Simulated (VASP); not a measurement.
## ScAlGe (space group Cmcm): computed properties

All values below come from PBEsol GGA, VASP's PBE PAW potentials (set 64) (plane waves; VASP 6.6.1).

```
Property                                                                               Result
----------------------------------  ---------------------------------------------------------
space group                                                                         Cmcm (63)
cell                                a = 3.924 Å, b = 9.789 Å, c = 5.488 Å, α = β = γ = 90.00°
volume per atom                                                                 17.57 Å³/atom
band gap (over mesh and band path)                   none (metal, semimetal or under 0.01 eV)
band gap with spin-orbit coupling                                             none (metallic)
density                                                                            4.55 g/cm³
```

```yaml
crystal:
  lattice:
    - [1.96195, -4.89471, 0.00000]
    - [1.96195, 4.89471, 0.00000]
    - [0.00000, 0.00000, 5.48833]
  atoms:
    - { symbol: Sc, position: [0.68802, 0.31198, 0.75000] }
    - { symbol: Sc, position: [0.31198, 0.68802, 0.25000] }
    - { symbol: Al, position: [0.00000, 0.00000, 0.00000] }
    - { symbol: Al, position: [0.00000, 0.00000, 0.50000] }
    - { symbol: Ge, position: [0.38453, 0.61547, 0.75000] }
    - { symbol: Ge, position: [0.61547, 0.38453, 0.25000] }
```

The structure comes from a computed database's ScAlGe entry (Cmcm); how it stands against other phases isn't given here. It was relaxed first. Symmetry was kept, so distortions that lower it aren't found.
